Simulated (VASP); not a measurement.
```yaml
crystal:
  lattice:
    - [3.49875, 0.00000, 0.00000]
    - [-1.74938, 3.03001, 0.00000]
    - [0.00000, 0.00000, 3.88476]
  atoms:
    - { symbol: Cl, position: [0.33333, 0.66667, 0.25000] }
    - { symbol: Cl, position: [0.66667, 0.33333, 0.75000] }
```

Method: PBEsol GGA, VASP's PBE PAW potentials (set 64) (plane waves; VASP). Settings: 400 eV cut-off, Gaussian smearing of 0.050 eV, potentials Cl.

Task: Give the energies of bands 3 to 8 at the high-symmetry points, in eV from the Fermi level.

Result: 
| band | Γ | M | K | A | L | H |
|---|---|---|---|---|---|---|
| 3 | -4.64 | -4.07 | -4.78 | -2.08 | -5.24 | -5.09 |
| 4 | -2.23 | -3.30 | -2.29 | -2.08 | -5.24 | -5.09 |
| 5 | -2.23 | -2.99 | -2.29 | -1.21 | -1.80 | -3.01 |
| 6 | -0.18 | -1.73 | -2.16 | -1.21 | -1.80 | -3.01 |
| 7 | -0.18 | -1.32 | -2.16 | -1.21 | 0.11 | 0.93 |
| 8 | 1.04 | 0.34 | -0.16 | -1.21 | 0.11 | 0.93 |

It has no gap at this level: it comes out as a metal or semimetal.

The structure was generated: Cl was put into the hcp type (P6_3/mmc), which need not be its known phase. It was relaxed first.
